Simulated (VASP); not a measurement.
A 1×1 slab of Mo (bcc) (110) against its thickness and the width of the vacuum, ions relaxed. Method: PBE GGA, VASP's PBE PAW potentials (set 64) (plane waves; VASP).

Slab and bulk use different k-meshes, so the surface energy is good to a few per cent at best.

```csv
slab and vacuum,surface energy (J/m²),work function (eV)
"6 layers, 6 Å",?,?
"6 layers, 10 Å",2.77,4.51
"2 layers, 15 Å",2.67,4.34
"3 layers, 15 Å",2.87,4.66
"4 layers, 15 Å",2.80,4.62
"5 layers, 15 Å",2.79,4.47
"6 layers, 15 Å",2.77,4.53
"6 layers, 30 Å",2.76,4.53
```

What belongs in the gaps?

- 6 layers, 6 Å, surface energy (J/m²): 2.76
- 6 layers, 6 Å, work function (eV): 4.19

Runs of the series that failed, ran out of time, didn't relax or are held back are left out.

The cell is a thin slab with vacuum, built from Mo (bcc).
